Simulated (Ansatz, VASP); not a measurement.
# SnSe2: VASP beside Ansatz, part 2 of 2

One calculation is typed for both programs; each brings its own data sets. How far apart do they land? The cell is taken from a series of runs on this material, whose earlier steps may have relaxed, scaled, displaced or heated it; both programs get it as it stands.

VASP 6.6.1 and Ansatz 0.2.0.

So far: Set-up; VASP: zone-centre phonons, PBE.

### 3. Ansatz: zone-centre phonons, PBE

Level of this step: Ansatz beside VASP: Kohn-Sham DFT, plane waves, PBE (Ansatz).

Ansatz runs on its default PAW (the set named soft_2) files.

The same cell, functional and mesh now go to Ansatz, which takes its cutoff from its data sets.

The input, input.yaml:

```yaml
crystal:
  lattice:
    - [3.871971928, 0.0, 0.0]
    - [-1.935985964, 3.3532260524, 0.0]
    - [0.0, 0.0, 7.0029681114]
  atoms:
    - { symbol: Sn, position: [0.0, 0.0, 0.0] }
    - { symbol: Se, position: [0.3333333333, 0.6666666667, 0.227694127] }
    - { symbol: Se, position: [0.6666666667, 0.3333333333, 0.772305873] }
kpoints:
  mp_grid: { grid: [9, 9, 6] }
hamiltonian:
  xc: pbe
scf:
  occupations: { method: fixed }
output:
  eigenvalues: true
phonons:
  method: dfpt
```

Run with:

```bash
ansatz run input.yaml --threads 4 --pin off --max-ram 16384MiB --backend cpu --events-out ev --progress --plain --runs-dir out
```

Numbers of over 12 decimals in the logs are rounded to 6 here.

The program printed:

```text
Engine: ansatz 0.2.0, aarch64-unknown-linux-gnu
Pseudopotentials: kind: paw
Pseudopotential: Sn, paw, valence charge 14, recommended cutoff 420 eV (normal), Sn.paw.azcp
Pseudopotential: Se, paw, valence charge 16, recommended cutoff 420 eV (normal), Se.paw.azcp
Functional definition: PBE
  parameter kappa = 0.804
  parameter beta = 0.066725
  exchange = pbe_x(kappa = kappa, mu = beta*pi^2/3)
  correlation = pbe_c(beta = beta)
Crystal: 3 atoms, lattice volume = 90.924 Å³
Basis set: ecut = 420 eV, 1787 PW (Γ), exchange–correlation on 54×54×96 points (8 copies of the dense FFT grid, shifted against one another)
Bands: 28, of which v1, the nominal top of the filled ones, is band 23 counted from 1 (22 counted from 0)
Symmetry: 12 space group operations
k-points: 140 of 486 (irreducible under 2 space group operations, time reversal used)
Non-local potential: Sn, projectors of the file, l = 0: 2, l = 1: 2, l = 2: 2, l = 3: 2
Non-local potential: Se, projectors of the file, l = 0: 2, l = 1: 2, l = 2: 3, l = 3: 1
PAW form: soft (Blöchl's): semilocal exchange-correlation on the pseudo side does not see the compensation charge
PAW one-centre angular grid: Sn, 590 points (default); XC on 64 Gauss nodes
PAW one-centre angular grid: Se, 590 points (default); XC on 64 Gauss nodes
Initial density: superposition of atomic densities (neutral atoms: chi_scale 0, normalization atom), corrected by the library's trained network
Initial wavefunctions: pseudopotential atomic-orbital guess
Functional: x = pbe(κ = 0.804, μ = 0.219515), c = pbe(β = 0.066725)
SCF iter   1: F=—  HF=-16963.397555 eV  |F-HF|=—  |Δ(HF+E_count)|=         —  Δρ=1.43e-3  dr2=3.15e-3  ethr=1.77e-3  ⟨swp⟩=5.0  Hψ=14314  notcnv=0  defer=411
preconditioner: auto → Resta (q_TF=auto, 2.435 Å⁻¹)  ε∞=2.6  [insulator: Δε(μ)=0.757 eV  Ē_g=15.854 eV  n_scr=22 (ndim 8)  ℏωp=19.9 eV  f_vac=0.193  ε∞_Penn≈2.6]
SCF iter   2: F=—  HF=-16963.396562 eV  |F-HF|=—  |Δ(HF+E_count)|=   9.93e-4  Δρ=6.54e-4  dr2=2.00e-4  ethr=6.84e-6  ⟨swp⟩=3.0  Hψ=8573  notcnv=0  defer=417
SCF iter   3: F=—  HF=-16963.396732 eV  |F-HF|=—  |Δ(HF+E_count)|=   1.70e-4  Δρ=3.42e-4  dr2=4.96e-5  ethr=4.35e-7  ⟨swp⟩=2.0  Hψ=7278  notcnv=0  defer=416
SCF iter   4: F=—  HF=-16963.396819 eV  |F-HF|=—  |Δ(HF+E_count)|=   8.72e-5  Δρ=8.17e-5  dr2=4.22e-6  ethr=1.08e-7  ⟨swp⟩=2.0  Hψ=4988  notcnv=0  defer=286
SCF iter   5: F=—  HF=-16963.396828 eV  |F-HF|=—  |Δ(HF+E_count)|=   9.32e-6  Δρ=1.60e-5  dr2=3.06e-7  ethr=9.17e-9  ⟨swp⟩=2.0  Hψ=6547  notcnv=0  defer=140
SCF iter   6: F=—  HF=-16963.396830 eV  |F-HF|=—  |Δ(HF+E_count)|=   1.09e-6  Δρ=5.21e-6  dr2=4.98e-8  ethr=6.65e-10  ⟨swp⟩=2.9  Hψ=7367  notcnv=0  defer=141
SCF iter   7: F=—  HF=-16963.396830 eV  |F-HF|=—  |Δ(HF+E_count)|=   1.46e-7  Δρ=1.48e-6  dr2=2.78e-9  ethr=1.08e-10  ⟨swp⟩=2.2  Hψ=5624  notcnv=0  defer=154
SCF iter   8: F=—  HF=-16963.396830 eV  |F-HF|=—  |Δ(HF+E_count)|=   6.05e-9  Δρ=3.66e-7  dr2=1.18e-10  ethr=6.04e-12  ⟨swp⟩=2.0  Hψ=5601  notcnv=0  defer=156
SCF iter   9: F=-16963.396830 eV  HF=-16963.396830 eV  |F-HF|=3.64e-12  |Δ(HF+E_count)|=  1.64e-10  Δρ=5.47e-8  dr2=2.68e-12  ethr=1.00e-12  ⟨swp⟩=12.0  Hψ=24769  notcnv=0
SCF 1 converged in 9 iterations: F = -16963.396830 eV  dr2 = 2.68e-12
  greatest PAW one-centre occupation: 1.000 electrons in one spin orbital (limit 2), on the Se atom at site 2 (counted from 0), in its partial waves of l = 2
DFPT response loops at Γ: preconditioner auto → none (the input reference at scf.mixing.eps_inf says where Resta's filter doesn't serve); β = 0.50; Broyden in place of MSR1
SCF converged after 9 iterations
Free energy (F): -16963.396830 eV
Harris-Foulkes:  -16963.396830 eV  (|F-HF|=3.64e-12)
Internal energy: -16963.396830 eV  (E = F + TS)
E sigma→0 (E₀):  -16963.396830 eV
Fermi energy:    5.879705 eV
--- Per-component energies (eV) ---
  E_band       = -951.721849
  E_kinetic    = 422.911996
  E_local      = -7043.606187  (includes V_loc(G=0)·N_el)
  E_nonlocal   = -1222.383393
  E_hartree    = 3553.162725
  E_xc         = -588.811502
  E_vxc        = -289.914044  (∫ρ·V_xc dr)
  E_paw        = -7963.794624  (= ΣΔE_a)
  E_vpaw       = 74.945566  (= ΣTr[D̂ρ^β])
  E_aug_tail   = -0.001202  (compensation charges beyond the density's cutoff)
  E_ewald      = -4120.874643
  E_smearing   = -0.000000  (= −TS)
  E_closure    = 0.000000  (closes the sum)
  Σ components = -16963.396830   (vs F -16963.396830, Δ=0.00e0)
--- Band table (eV; the first three rows and the last of 140) ---
  k-point 0: bands = [... 19 lower, 5.4055, 5.4055, 5.7542, 5.7542, 6.9712, 8.9620, 10.4613, 10.4613, ... 1 higher]
  k-point 1: bands = [... 19 lower, 5.3993, 5.3993, 5.7637, 5.7637, 7.2488, 8.9476, 10.4431, 10.4431, ... 1 higher]
  k-point 2: bands = [... 19 lower, 5.3880, 5.3880, 5.7819, 5.7819, 7.6705, 8.9082, 10.4074, 10.4074, ... 1 higher]
  k-point 139: bands = [... 19 lower, 2.8479, 3.7771, 4.9214, 5.3895, 7.8771, 10.3489, 11.3829, 11.7222, ... 1 higher]
--- Phonons (Γ-DFPT): 4 representative perturbations + reference, on 140 of 486 k-points (Σ response iterations 12) ---
  k mesh reduced under 2 symmetry operations, with k and −k counted as one. Each operation leaves every solved perturbation unchanged. A smaller set is not used because it would not reduce the number of displacements times k-points to solve
  ASR residual: 1.403e-4 → 0.000e0 eV/Å²; symmetrization residual: 1.670e-5 eV/Å²
  ASR residual per site (eV/Å²): 1.40e-4 8.43e-5 8.43e-5
  Γ frequencies (cm⁻¹): 0.00 0.00 0.00 105.73 105.73 137.06 137.06 175.98 241.62
  non-analytic LO–TO correction: not included (Born effective charges unavailable; polar crystals: no LO–TO splitting at Γ)
```

### 4. Differences

Known differences besides the potentials themselves: fixed occupations in Ansatz, narrow Gaussian smearing in VASP; the data sets hold 46 valence electrons in Ansatz (on its default PAW (the set named soft_2) files) and 26 in VASP; the cutoff is 420 eV in Ansatz and 500 eV in VASP. Total energies have different zeros and are not compared.

The two programs side by side:

```tsv
quantity	Ansatz	VASP	difference
optical mode 1 to 2 (cm⁻¹)	105.7	105.9	-0.13 %
optical mode 3 to 4 (cm⁻¹)	137.1	137.6	-0.41 %
optical mode 5 (cm⁻¹)	176.0	176.2	-0.11 %
optical mode 6 (cm⁻¹)	241.6	242.2	-0.25 %
```

Modes are paired by rising frequency, not by their patterns, so a pair may set unlike modes beside each other; they are those without the splitting of longitudinal modes.

### 5. Results

| Item | Value |
| --- | --- |
| r.m.s. difference of the optical zone-centre modes, each program's sorted by frequency (zone-centre phonons, PBE) | 0.43 cm⁻¹ |

The r.m.s. difference of the optical zone-centre modes, each program's sorted by frequency is 0.43 cm⁻¹ (zone-centre phonons, PBE). The data sets hold unlike numbers of valence electrons (46 in Ansatz and 26 in VASP), so part of the differences comes from the potentials. Such differences can come from data sets, numerical settings and the points named under the comparisons, not from the functional's error against experiment.

[Lines on the potential files, build, host, timing and source positions are cut from VASP's logs without a mark.]

[Logs are printed without paths, hosts, clocks, repeated set-up lines and the standing remarks that a program may print on its own settings, such as how far it seeks lower states.]

[Hosts, paths, dates, database ids (printed as entryN), source tags and the programs' standing remarks are cut or masked in the printed files.]
